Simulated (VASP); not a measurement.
All values below come from PBE GGA, VASP's PBE PAW potentials (set 64) (plane waves; VASP).

A VASP calculation is set up with these files.

### INCAR
```
! general
SYSTEM = C
PREC   = Accurate
ENCUT  = 520
LREAL  = .FALSE.   ! projection in real space or not
LASPH  = .TRUE.   ! aspherical one-centre terms

! electronic loop
EDIFF  = 1E-6   ! SCF stop (eV)
NELM   = 100
ALGO   = Normal   ! blocked Davidson
IMIX   = 1
AMIX   = 0.1
BMIX   = 1.0

! smearing
ISMEAR = 0   ! Gaussian
SIGMA  = 0.05

! functional
GGA    = PE

! ions
ISIF   = 2   ! forces and stress, cell fixed

! output
LWAVE  = .FALSE.
LCHARG = .FALSE.
```

KPOINTS:
```
K-points
0
gamma
11 11 11
0 0 0
```

POSCAR:
```
C
1
    0.0000000000     1.7791000000     1.7686780000
    1.7594910000     0.0000000000     1.7686780000
    1.7594910000     1.7791000000     0.0000000000
C
2
Direct
  0.0000000000   0.0000000000   0.0000000000
  0.2365770000   0.2634230000   0.2634230000
```

POTCAR, in this order: C (PBE.64 set). Program: vasp_std.

Output of the run:

### OSZICAR
```
       N       E                     dE             d eps       ncg     rms          rms(c)
DAV:   1    -0.421321059177E+00   -0.42132E+00   -0.51573E+03  6128   0.996E+02
DAV:   2    -0.187004729073E+02   -0.18279E+02   -0.17534E+02  9072   0.111E+02
DAV:   3    -0.188146912746E+02   -0.11422E+00   -0.11422E+00  6392   0.114E+01
DAV:   4    -0.188148349439E+02   -0.14367E-03   -0.14367E-03  8504   0.435E-01
DAV:   5    -0.188148349979E+02   -0.54053E-07   -0.54053E-07  6184   0.540E-03    0.574E+00
DAV:   6    -0.186522417402E+02    0.16259E+00   -0.25427E-02  6088   0.128E+00    0.516E+00
DAV:   7    -0.185278819861E+02    0.12436E+00   -0.19483E-02  7664   0.113E+00    0.465E+00
DAV:   8    -0.184327994439E+02    0.95083E-01   -0.14749E-02  6400   0.982E-01    0.418E+00
DAV:   9    -0.183601152406E+02    0.72684E-01   -0.11235E-02  7120   0.859E-01    0.377E+00
DAV:  10    -0.183045637551E+02    0.55551E-01   -0.85453E-03  6344   0.749E-01    0.340E+00
DAV:  11    -0.182621149947E+02    0.42449E-01   -0.65189E-03  7000   0.656E-01    0.306E+00
DAV:  12    -0.182296849996E+02    0.32430E-01   -0.49670E-03  6296   0.573E-01    0.276E+00
DAV:  13    -0.182049149803E+02    0.24770E-01   -0.37953E-03  6856   0.503E-01    0.249E+00
DAV:  14    -0.181860007043E+02    0.18914E-01   -0.28982E-03  6376   0.440E-01    0.225E+00
DAV:  15    -0.181715625794E+02    0.14438E-01   -0.22186E-03  6800   0.386E-01    0.203E+00
DAV:  16    -0.181605456080E+02    0.11017E-01   -0.16984E-03  6384   0.339E-01    0.184E+00
DAV:  17    -0.181521431807E+02    0.84024E-02   -0.13031E-03  6888   0.298E-01    0.166E+00
DAV:  18    -0.181457384753E+02    0.64047E-02   -0.10000E-03  6464   0.263E-01    0.150E+00
DAV:  19    -0.181408599161E+02    0.48786E-02   -0.76928E-04  6896   0.231E-01    0.135E+00
DAV:  20    -0.181371469077E+02    0.37130E-02   -0.59204E-04  6736   0.204E-01    0.122E+00
DAV:  21    -0.181343237565E+02    0.28232E-02   -0.45650E-04  7000   0.180E-01    0.110E+00
DAV:  22    -0.181321796795E+02    0.21441E-02   -0.35238E-04  7176   0.159E-01    0.997E-01
DAV:  23    -0.181305535390E+02    0.16261E-02   -0.27242E-04  7304   0.141E-01    0.901E-01
DAV:  24    -0.181293221860E+02    0.12314E-02   -0.21089E-04  7456   0.125E-01    0.814E-01
DAV:  25    -0.181283915101E+02    0.93068E-03   -0.16350E-04  7648   0.111E-01    0.735E-01
DAV:  26    -0.181276896213E+02    0.70189E-03   -0.12693E-04  7680   0.981E-02    0.664E-01
DAV:  27    -0.181271616236E+02    0.52800E-03   -0.98696E-05  7792   0.871E-02    0.600E-01
DAV:  28    -0.181267656196E+02    0.39600E-03   -0.76855E-05  7912   0.774E-02    0.542E-01
DAV:  29    -0.181264696506E+02    0.29597E-03   -0.59925E-05  7896   0.689E-02    0.489E-01
DAV:  30    -0.181262493597E+02    0.22029E-03   -0.46811E-05  7928   0.614E-02    0.442E-01
DAV:  31    -0.181260861994E+02    0.16316E-03   -0.36610E-05  7840   0.547E-02    0.399E-01
DAV:  32    -0.181259660614E+02    0.12014E-03   -0.28685E-05  7872   0.488E-02    0.360E-01
DAV:  33    -0.181258782272E+02    0.87834E-04   -0.22501E-05  7640   0.436E-02    0.325E-01
DAV:  34    -0.181258145664E+02    0.63661E-04   -0.17689E-05  7672   0.389E-02    0.294E-01
DAV:  35    -0.181257689227E+02    0.45644E-04   -0.13918E-05  7496   0.348E-02    0.265E-01
DAV:  36    -0.181257366435E+02    0.32279E-04   -0.10975E-05  7480   0.312E-02    0.240E-01
DAV:  37    -0.181257142216E+02    0.22422E-04   -0.86633E-06  7272   0.279E-02    0.216E-01
DAV:  38    -0.181256990203E+02    0.15201E-04   -0.68524E-06  7096   0.250E-02    0.195E-01
DAV:  39    -0.181256890640E+02    0.99563E-05   -0.54274E-06  6568   0.225E-02    0.176E-01
DAV:  40    -0.181256828784E+02    0.61856E-05   -0.43088E-06  6264   0.202E-02    0.159E-01
DAV:  41    -0.181256793684E+02    0.35100E-05   -0.34230E-06  6112   0.181E-02    0.144E-01
DAV:  42    -0.181256777242E+02    0.16442E-05   -0.27247E-06  5944   0.163E-02    0.130E-01
DAV:  43    -0.181256773511E+02    0.37309E-06   -0.21665E-06  5592   0.147E-02
   1 F= -.18125677E+02 E0= -.18125677E+02  d E =-.368453E-18
```

OUTCAR:
```
------------------------ aborting loop because EDIFF is reached ----------------------------------------
  FORCE on cell =-STRESS in cart. coord.  units (eV):
  Direction    XX          YY          ZZ          XY          YZ          ZX
  --------------------------------------------------------------------------------------
  Total        1.3704046      0.6872715      1.0799138      0.0000000     -0.2144973      0.0000000
  in kB      198.2865280     99.4426677    156.2548455      0.0000000    -31.0360335      0.0000000
  external PRESSURE =     151.3280137 kB  Pullay stress =       0.0000000 kB
  volume of cell :       11.07
      direct lattice vectors                 reciprocal lattice vectors
     0.000000000  1.779100000  1.768678000    -0.284173093  0.281040976  0.282697020
     1.759491000  0.000000000  1.768678000     0.284173093 -0.281040976  0.282697020
     1.759491000  1.779100000  0.000000000     0.284173093  0.281040976 -0.282697020
 POSITION                                       TOTAL-FORCE (eV/Angst)
 -----------------------------------------------------------------------------------
      0.00000      0.00000      0.00000         1.843853      0.000000     -0.000000
      0.92698      0.88955      0.88434        -1.843853      0.000000      0.000000
 -----------------------------------------------------------------------------------
    total drift:                               -0.000001      0.000001      0.000001
  FREE ENERGIE OF THE ION-ELECTRON SYSTEM (eV)
  ---------------------------------------------------
  free  energy   TOTEN  =       -18.1256773511 eV

  energy  without entropy=      -18.1256773511  energy(sigma->0) =      -18.12567735
```
(Selected blocks of OUTCAR.)

The compound is C in the diamond structure. The cell was not relaxed at this level, atoms are displaced from their ideal sites. The run is one of a series of settings (AMIX = 0.1, BMIX = 1.0, IMIX = 1 against the base run), some of them coarse on purpose.
